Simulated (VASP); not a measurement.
Method: PBE GGA, VASP's PBE PAW potentials (set 64) (plane waves; VASP).

The input files of a VASP run:

**INCAR**
```
SYSTEM = SrCl2
PREC = Accurate
ENCUT = 400
EDIFF = 1E-7
NELM = 100
ALGO = Normal
LREAL = .FALSE.
LASPH = .TRUE.
ISMEAR = 0
SIGMA = 0.05
GGA = PE
LMAXMIX = 4
LWAVE = .FALSE.
LCHARG = .FALSE.
LORBIT = 11
ICHARG = 11
```

**POSCAR**
```
SrCl2
1
    0.0000000000     3.5195765713     3.5195765713
    3.5195765713     0.0000000000     3.5195765713
    3.5195765713     3.5195765713     0.0000000000
Sr Cl
1 2
Direct
  0.0000000000   0.0000000000   0.0000000000
  0.2500000000   0.2500000000   0.2500000000
  0.7500000000   0.7500000000   0.7500000000
```

**KPOINTS**
```
k-points along high-symmetry lines
15
Line-mode
Reciprocal
  0.000000   0.000000   0.000000 ! GAMMA
  0.500000   0.000000   0.500000 ! X

  0.500000   0.000000   0.500000 ! X
  0.625000   0.250000   0.625000 ! U

  0.375000   0.375000   0.750000 ! K
  0.000000   0.000000   0.000000 ! GAMMA

  0.000000   0.000000   0.000000 ! GAMMA
  0.500000   0.500000   0.500000 ! L

  0.500000   0.500000   0.500000 ! L
  0.500000   0.250000   0.750000 ! W

  0.500000   0.250000   0.750000 ! W
  0.500000   0.000000   0.500000 ! X
```

POTCAR, in this order: Sr_sv Cl (PBE.64 set). Program: vasp_std. Read from the step before: CHGCAR.

The resulting files:

**OUTCAR**
```
 ion  position               nearest neighbor table
   1  0.000  0.000  0.000-   3 3.05   3 3.05   3 3.05   2 3.05   3 3.05   2 3.05   2 3.05   2 3.05
  LATTYP: Found a face centered cubic cell.
 ALAT       =     7.0391531426
 Subroutine PRICEL returns:
 Original cell was already a primitive cell.
 Subroutine GETGRP returns: Found 48 space group operations
The static configuration has the point symmetry O_h .
The dynamic configuration has the point symmetry O_h .
 Subroutine INISYM returns: Found 48 space group operations
   k-points           NKPTS =     90   k-points in BZ     NKDIM =     90   number of bands    NBANDS=     16
   number of dos      NEDOS =    301   number of ions     NIONS =      3
   total plane-waves  NPLWV =  32768
   dimension x,y,z NGX =    32 NGY =   32 NGZ =   32
   dimension x,y,z NGXF=    64 NGYF=   64 NGZF=   64
   ions per type =               1   2
   PREC   = accura    normal or accurate (medium, high low for compatibility)
   ISTART =      0    job   : 0-new  1-cont  2-samecut
   ICHARG =     11    charge: 1-file 2-atom 10-const
   ISPIN  =      1    spin polarized calculation?
   LNONCOLLINEAR =      F non collinear calculations
   LSORBIT =      F    spin-orbit coupling
   INIWAV =      1    electr: 0-lowe 1-rand  2-diag
   ENCUT  =  400.0 eV  29.40 Ry    5.42 a.u.   8.12  8.12  8.12*2*pi/ulx,y,z
   NELM   =    100;   NELMIN=  2; NELMDL= -5     # of ELM steps
...
```

File OSZICAR:
```
       N       E                     dE             d eps       ncg     rms          rms(c)
DAV:   1     0.130813487090E+03    0.13081E+03   -0.10037E+04  2880   0.109E+03
DAV:   2    -0.463248173932E+01   -0.13545E+03   -0.13248E+03  3808   0.227E+02
DAV:   3    -0.123197499480E+02   -0.76873E+01   -0.76810E+01  4120   0.585E+01
DAV:   4    -0.125487351362E+02   -0.22899E+00   -0.22894E+00  4904   0.823E+00
DAV:   5    -0.125508462735E+02   -0.21111E-02   -0.21110E-02  4152   0.735E-01
DAV:   6    -0.125508949820E+02   -0.48708E-04   -0.48708E-04  4440   0.926E-02
DAV:   7    -0.125508958865E+02   -0.90449E-06   -0.90447E-06  4448   0.128E-02
DAV:   8    -0.125508959086E+02   -0.22102E-07   -0.22127E-07  4200   0.201E-03
   1 F= -.12550896E+02 E0= -.12550896E+02  d E =-.589610E-22
```

OUTCAR:
```
 val. band max:       -0.0186267301   @ k =   0.5000   0.0000   0.5000

 cond. band min:       5.2129605160   @ k =   0.0000   0.0000   0.0000



 k-point     1 :       0.0000    0.0000    0.0000
  band No.  band energies     occupation
      1     -32.9965      2.00000
      2     -14.9748      2.00000
      3     -14.9748      2.00000
      4     -14.9748      2.00000
      5     -13.2449      2.00000
      6     -12.4484      2.00000
      7      -2.0539      2.00000
      8      -2.0539      2.00000
      9      -2.0539      2.00000
     10      -0.3454      2.00000
     11      -0.3454      2.00000
     12      -0.3454      2.00000
     13       5.2130      0.00000
     14       6.0832      0.00000
     15       6.0832      0.00000
     16       8.9697      0.00000

 k-point     2 :       0.0357    0.0000    0.0357
  band No.  band energies     occupation
      1     -32.9964      2.00000
      2     -14.9796      2.00000
      3     -14.9751      2.00000
      4     -14.9751      2.00000
      5     -13.2357      2.00000
      6     -12.4521      2.00000
      7      -2.0521      2.00000
      8      -2.0521      2.00000
      9      -2.0333      2.00000
     10      -0.3872      2.00000
     11      -0.3445      2.00000
     12      -0.3445      2.00000
     13       5.2526      0.00000
     14       6.0948      0.00000
     15       6.0988      0.00000
     16       8.8694      0.00000

 k-point     3 :       0.0714    0.0000    0.0714
  band No.  band energies     occupation
      1     -32.9963      2.00000
      2     -14.9935      2.00000
      3     -14.9762      2.00000
      4     -14.9762      2.00000
      5     -13.2087      2.00000
      6     -12.4632      2.00000
      7      -2.0466      2.00000
      8      -2.0466      2.00000
      9      -1.9725      2.00000
     10      -0.5065      2.00000
     11      -0.3421      2.00000
     12      -0.3421      2.00000
     13       5.3647      0.00000
     14       6.1294      0.00000
...
```

The density is held fixed in this step, so its total energy and stress have no physical meaning.

The compound is SrCl2 in the fluorite structure. It was relaxed first.
